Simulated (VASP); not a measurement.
# Converging a slab model of Ta(111), part 2 of 2

Wanted: the error that each setting leaves in the work function or ionisation potential of Ta(111).

VASP 6.6.1, plane waves and PAW; the level of theory is named at each step.

So far, highest filled level below the vacuum (eV): step 2 (the base run) 3.48; step 11 (a lower cutoff, ENCUT 210) 3.48; step 12 (a lower cutoff, ENCUT 280) 3.48; step 13 (another smearing width, SIGMA 0.02) 3.47; step 14 (another smearing width, SIGMA 0.4) 3.49.

## (16) Another level, functional LDA, disp none (continued)

Force by atom:

```csv
atom,x (eV/Å),y (eV/Å),z (eV/Å),size
Ta1,0.00,0.00,2.87,2.87
Ta2,0.00,0.00,0.50,0.50
Ta3,0.00,0.00,-0.90,0.90
Ta4,0.00,0.00,-0.79,0.79
Ta5,0.00,0.00,-0.58,0.58
Ta6,0.00,0.00,0.00,0.00
Ta7,0.00,0.00,0.58,0.58
Ta8,0.00,0.00,0.79,0.79
Ta9,0.00,0.00,0.90,0.90
Ta10,0.00,0.00,-0.50,0.50
Ta11,0.00,0.00,-2.87,2.87
```

Against the base run its depth below the vacuum changes by +0.28 eV.

## (17) Another level, functional PBEsol, disp none

This step: PBEsol; plane waves and PAW (Ta) (VASP 6.6.1).

File INCAR:

```
SYSTEM = Ta
PREC = Normal
ENCUT = 350
EDIFF = 1E-06
NELM = 120
ISMEAR = 1
SIGMA = 0.1
LREAL = .FALSE.
ALGO = Normal
GGA = PS
NBANDS = 38
LASPH = .TRUE.
LORBIT = 11
LWAVE = .FALSE.
LCHARG = .FALSE.
KPAR = 4
IDIPOL = 3
LDIPOL = .TRUE.
DIPOL = 0.5 0.5 0.5
LVHAR = .TRUE.
LVACPOTAV = .TRUE.
```

File POSCAR:

```
Ta
1.0
    4.6810468915      0.0000000000      0.0000000000
    2.3405234457      4.0539055243      0.0000000000
    0.0000000000      0.0000000000     27.5551469551
Ta
11
Direct
    0.6666666667      0.6666666667      0.3266177464
    0.0000000000      0.0000000000      0.3612941971
    0.3333333333      0.3333333333      0.3959706478
    0.6666666667      0.6666666667      0.4306470986
    0.0000000000      0.0000000000      0.4653235493
    0.3333333333      0.3333333333      0.5000000000
    0.6666666667      0.6666666667      0.5346764507
    0.0000000000      0.0000000000      0.5693529014
    0.3333333333      0.3333333333      0.6040293522
    0.6666666667      0.6666666667      0.6387058029
    0.0000000000      0.0000000000      0.6733822536
```

File KPOINTS:

```
Automatic mesh
0
Gamma
6 6 1
0 0 0
```

PAW data sets: Ta (PBE family, release 64).

The run is started by

```sh
> mpirun -np 4 vasp_std
```

It took 88 s on 4 MPI ranks of Intel Xeon Platinum 8488C (Sapphire Rapids), shared host; peak memory 1.2 GiB.

The PAW data sets were made with PBE, which is usual practice but a small mismatch for other functionals.

Against the base run its depth below the vacuum changes by +0.08 eV.

## (18) Another level, functional RPBE, disp none

This step: RPBE; plane waves and PAW (Ta) (VASP 6.6.1).

Edit INCAR of step 17 so:

```diff
@@ -9,3 +9,3 @@
 ALGO = Normal
-GGA = PS
+GGA = RP
 NBANDS = 38
```

POSCAR is that of step 17.

KPOINTS is that of step 17.

The run is started by

```sh
> mpirun -np 4 vasp_std
```

Elapsed: 85 s, on 4 MPI ranks; peak memory 1.2 GiB.

Against the base run its depth below the vacuum changes by -0.15 eV.

## (19) Another level, functional optB88-vdW, disp nonlocal

This step: optB88-vdW; plane waves and PAW (Ta) (VASP 6.6.1).

Edit INCAR of step 18 so:

```diff
@@ -9,5 +9,9 @@
 ALGO = Normal
-GGA = RP
+GGA = BO
+AGGAC = 0
+LUSE_VDW = .TRUE.
+PARAM1 = 0.1833333333
+PARAM2 = 0.22
+LASPH = .TRUE.
 NBANDS = 38
-LASPH = .TRUE.
 LORBIT = 11
```

POSCAR is that of step 18.

KPOINTS is that of step 18.

The run is started by

```sh
> mpirun -np 4 vasp_std
```

Run time: 7.9 min. Hardware: 4 MPI ranks; peak memory 2.7 GiB.

Against the base run its depth below the vacuum changes by +0.30 eV.

## (20) Another level, functional r2SCAN, disp none

This step: r2SCAN; plane waves and PAW (Ta) (VASP 6.6.1).

Edit INCAR of step 19 so:

```diff
@@ -9,7 +9,3 @@
 ALGO = Normal
-GGA = BO
-AGGAC = 0
-LUSE_VDW = .TRUE.
-PARAM1 = 0.1833333333
-PARAM2 = 0.22
+METAGGA = R2SCAN
 LASPH = .TRUE.
```

POSCAR is that of step 19.

KPOINTS is that of step 19.

The run is started by

```sh
> mpirun -np 4 vasp_std
```

The job ended after 3.2 min (4 MPI ranks; peak memory 1.2 GiB; 13 min of CPU time).

Against the base run its depth below the vacuum changes by -0.04 eV.

## (21) Side by side

Times are for 4 MPI ranks of Intel Xeon Platinum 8488C (Sapphire Rapids), shared host. The series side by side:

```csv
no.,functional,highest filled level below the vacuum (eV),time,memory (GiB)
1,LDA,3.753,73 s,1
2,PBEsol,3.551,88 s,1.2
3,RPBE,3.329,85 s,1.2
4,optB88-vdW,3.776,7.9 min,2.7
5,r2SCAN,3.440,3.2 min,1.2
```

## (22) All runs together

This step: slab, study of settings, base PBE; plane waves and PAW (VASP 6.6.1).

No new run; the numbers come from the runs before.

This step gave:

```yaml
highest_filled_level_below_the_vacuum: 3.476 eV
```

Energies of other functionals are not comparable and are left out. All runs:

```csv
change from the base run,level below the vacuum (eV),shift (eV),energy change (meV/atom),core seconds
base,3.476,0,0,392
mesh 3 x 3,3.512,0.037,5.7,172
mesh 3 x 3,3.512,0.037,5.7,176
mesh 9 x 9,3.433,-0.043,-3.2,456
vacuum 5 A,-,-,-14.7,120
vacuum 8 A,-,-,-0.2,156
vacuum 24 A,3.475,-0.001,0,432
cutoff 210 eV,3.484,0.008,-3.4,180
cutoff 280 eV,3.475,0,2.3,224
smearing 0.02 eV,3.473,-0.002,0.2,304
smearing 0.4 eV,3.493,0.017,-3,304
LDA,3.753,0.278,-,292
PBEsol,3.551,0.075,-,352
RPBE,3.329,-0.147,-,340
optB88-vdW,3.776,0.301,-,1900
r2SCAN,3.44,-0.036,-,776
```

## (23) Summary of results

```
highest filled level below the vacuum : 3.48 eV
```

In words: The base run puts the highest filled level 3.48 eV below the vacuum at the upper face. Among the meshes tried the largest shift is -0.04 eV (mesh 9 x 9, at 1.2 times the cost). The vacuum widths shift it by about 0.01 eV or less. The lower cutoffs shift it by about 0.01 eV or less. Among the smearing widths the largest shift is 0.02 eV (smearing 0.4 eV, at 0.78 times the cost). With vacuum 5 A and vacuum 8 A the program printed no vacuum level, so no level is given there, and the line on vacuum widths holds for the others alone. The densest mesh still moves the level by -0.04 eV, so the base mesh is converged no better than that. The functionals span 0.45 eV, from RPBE to optB88-vdW. Where the program printed no vacuum level, the number is read from the planar average about a third of the way across the gap. The program warns that it found no field-free region at its default tolerance, also in runs whose level could not be checked against a flat part of the potential; that adds doubt to those levels. The thickness of the slab was not varied, and the small cell can't reconstruct. Costs come from a shared host, and the base run also writes a finer density of states, so small ratios mean little. All runs hold the atoms as cut and share one family of PAW data sets, so relaxation and each functional's own lattice are left out.

[Lines on the potential files, build, host, timing and source positions are cut from VASP's logs without a mark.]

[Logs are printed without paths, hosts, clocks, repeated set-up lines and the standing remarks that a program may print on its own settings, such as how far it seeks lower states.]

[Hosts, paths, dates, database ids (printed as entryN), source tags and the programs' standing remarks are cut or masked in the printed files.]

[In band tables of VASP the shares of atoms and orbitals are scaled to a sum of 1 inside the atoms' spheres.]

[Runs that stopped without an error message from VASP are left out.]
